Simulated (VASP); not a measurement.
Consider the following.

```
AlTi
1.0
    2.74132     0.00000     0.00000
    0.00000     2.74132     0.00000
    0.00000     0.00000     3.96598
Ti Al
1 1
Direct
  0.50000   0.50000   0.50000
  0.00000   0.00000   0.00000
```

Method: PBEsol GGA, VASP's PBE PAW potentials (set 64) (plane waves; VASP 6.6.1). Numerical set-up: 300 eV cut-off, 8×8×6 Γ-centred mesh shifted by (0.5, 0.5, 0.5), Fermi-Dirac smearing of 0.14 eV, potentials Ti_sv Al.

At this cut-off the stress carries a Pulay error, which pulls relaxed volumes low.

**Question.** Give the stress tensor in GPa (positive for a compressed cell).

**Answer.** 
```
7.56  0.00  0.00
0.00  7.56  0.00
0.00  0.00  8.17
```
The pressure is its mean diagonal, 7.76 GPa.

The structure comes from a computed database's TiAl entry; how it stands against other phases isn't given here. The cell was not relaxed at this level. The electron count is odd and the run is not spin-polarised, which forces a metal.
